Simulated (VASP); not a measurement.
These are LDA (Ceperley-Alder, Perdew-Zunger), VASP's LDA PAW potentials (set 64) (plane waves; VASP) values and carry that method's errors.

Input for VASP

**INCAR**
```
SYSTEM=C atom
PREC=Normal; ENCUT=520; LREAL=.FALSE.
LASPH=.TRUE.; ISYM=0
EDIFF=1E-6; NELM=200; ALGO=All
ISMEAR=0; SIGMA=0.01
ISPIN=2; MAGMOM=2; NUPDOWN=2
LWAVE=.FALSE.; LCHARG=.FALSE.; LORBIT=10
```

**POSCAR**
```
C atom
1
   12.0000000000     0.0000000000     0.0000000000
    0.0000000000    12.5000000000     0.0000000000
    0.0000000000     0.0000000000    13.0000000000
C
1
Direct
  0.0000000000   0.0000000000   0.0000000000
```

### KPOINTS
```
kpoints
0
G
 1 1 1
```

POTCAR, in this order: C (LDA.64 set). Program: vasp_gam. Read from the step before: WAVECAR.

Output

### OUTCAR
```
 ion  position               nearest neighbor table
   1  0.000  0.000  0.000-
 Subroutine IBZKPT returns following result:
 Found      1 irreducible k-points:

 Following reciprocal coordinates:
            Coordinates               Weight
  0.000000  0.000000  0.000000      1.000000
   k-points           NKPTS =      1   k-points in BZ     NKDIM =      1   number of bands    NBANDS=      7
   number of dos      NEDOS =    301   number of ions     NIONS =      1
   total plane-waves  NPLWV = 392000
   dimension x,y,z NGX =    70 NGY =   70 NGZ =   80
   dimension x,y,z NGXF=   140 NGYF=  140 NGZF=  160
   ions per type =               1
   PREC   = normal    normal or accurate (medium, high low for compatibility)
   ISTART =      1    job   : 0-new  1-cont  2-samecut
   ICHARG =      0    charge: 1-file 2-atom 10-const
   ISPIN  =      2    spin polarized calculation?
   LNONCOLLINEAR =      F non collinear calculations
   LSORBIT =      F    spin-orbit coupling
   INIWAV =      1    electr: 0-lowe 1-rand  2-diag
   ENCUT  =  520.0 eV  38.22 Ry    6.18 a.u.  22.31 23.24 24.17*2*pi/ulx,y,z
   NELM   =    200;   NELMIN=  2; NELMDL=  0     # of ELM steps
   EDIFF  = 0.1E-05   stopping-criterion for ELM
   LREAL  =      F    real-space projection
   NLSPLINE    = F    spline interpolate recip. space projectors
   LMAXMIX     =    2 max onsite mixed and CHGCAR
   VOSKOWN=      0    Vosko Wilk Nusair interpolation
   EDIFFG = 0.1E-04   stopping-criterion for IOM
   NSW    =      0    number of steps for IOM
   NBLOCK =      1;   KBLOCK =      1    inner block; outer block
   IBRION =     -1    ionic relax: 0-MD 1-quasi-New 2-CG
   NFREE  =      0    steps in history (QN), initial steepest desc. (CG)
   ISIF   =      2    stress and relaxation
   ISYM   =      0    0-nonsym 1-usesym 2-fastsym
   TEIN   =    0.0    initial temperature
   TEBEG  =    0.0;   TEEND  =   0.0 temperature during run
   SMASS  =  -3.00    Nose mass-parameter (am)
   PSTRESS=    0.0 pullay stress
   NELECT =       4.0000    total number of electrons
...
```

File OSZICAR:
```
       N       E                     dE             d eps       ncg     rms           ort
SDA:   1    -0.113566173243E+01   -0.11357E+01    0.00000E+00     7   0.101E-04   0.000E+00
SDA:   2    -0.113566295466E+01   -0.12222E-05   -0.20836E-05     7   0.964E-05  -0.906E-05
SDA:   3    -0.113566742701E+01   -0.44724E-05   -0.15868E-05     7   0.251E-05  -0.485E-05
 trl   4    -0.113566645400E+01    0.97301E-06   -0.32388E-05     7   0.251E-05  -0.309E-05
CGA:   5    -0.113566922159E+01   -0.17946E-05   -0.32388E-05     7   0.398E-07  -0.174E-06
SDA:   6    -0.113566923674E+01   -0.15149E-07   -0.15491E-07     7   0.129E-07   0.118E-07
   1 F= -.11356692E+01 E0= -.11318127E+01  d E =-.771311E-02  mag=     2.0000
```

**OUTCAR**
```
------------------------ aborting loop because EDIFF is reached ----------------------------------------
  FORCE on cell =-STRESS in cart. coord.  units (eV):
  Direction    XX          YY          ZZ          XY          YZ          ZX
  --------------------------------------------------------------------------------------
  Total       -0.0070404     -0.0061916     -0.0063515     -0.0003045     -0.0000056     -0.0001593
  in kB       -0.0057846     -0.0050872     -0.0052186     -0.0002502     -0.0000046     -0.0001309
  external PRESSURE =      -0.0053635 kB  Pullay stress =       0.0000000 kB
  volume of cell :     1950.00
      direct lattice vectors                 reciprocal lattice vectors
    12.000000000  0.000000000  0.000000000     0.083333333  0.000000000  0.000000000
     0.000000000 12.500000000  0.000000000     0.000000000  0.080000000  0.000000000
     0.000000000  0.000000000 13.000000000     0.000000000  0.000000000  0.076923077
 POSITION                                       TOTAL-FORCE (eV/Angst)
 -----------------------------------------------------------------------------------
      0.00000      0.00000      0.00000         0.000000     -0.000000      0.000000
 -----------------------------------------------------------------------------------
    total drift:                                0.000000     -0.000000      0.000000
  FREE ENERGIE OF THE ION-ELECTRON SYSTEM (eV)
  ---------------------------------------------------
  free  energy   TOTEN  =        -1.1356692367 eV

  energy  without entropy=       -1.1279561238  energy(sigma->0) =       -1.13181268

 total charge

# of ion       s       p       d       tot
------------------------------------------
    1        1.037   0.959   0.000   1.996

 magnetization (x)

# of ion       s       p       d       tot
------------------------------------------
    1        0.031   0.959   0.000   0.990
```
(Selected blocks of OUTCAR.)

### OUTCAR
```
 val. band max:       -6.0896532526   @ k =   0.0000   0.0000   0.0000

 cond. band min:      -3.8268005832   @ k =   0.0000   0.0000   0.0000


 Fermi energy:        -6.0865788286

 spin component 1

 k-point     1 :       0.0000    0.0000    0.0000
  band No.  band energies     occupation
      1     -14.3615      1.00000
      2      -6.0897      0.66711
      3      -6.0897      0.66654
      4      -6.0897      0.66635
      5      -0.2535      0.00000
      6       0.6283      0.00000
      7       0.6983      0.00000

 Fermi energy:       -11.8292158475

 spin component 2

 k-point     1 :       0.0000    0.0000    0.0000
  band No.  band energies     occupation
      1     -11.8928      1.00000
      2      -3.8268      0.00000
      3      -3.8267      0.00000
      4      -3.8264      0.00000
      5      -0.1571      0.00000
      6       0.7426      0.00000
      7       0.7794      0.00000
```

The atom may not be in its lowest state.

The cell is a free atom in a box.
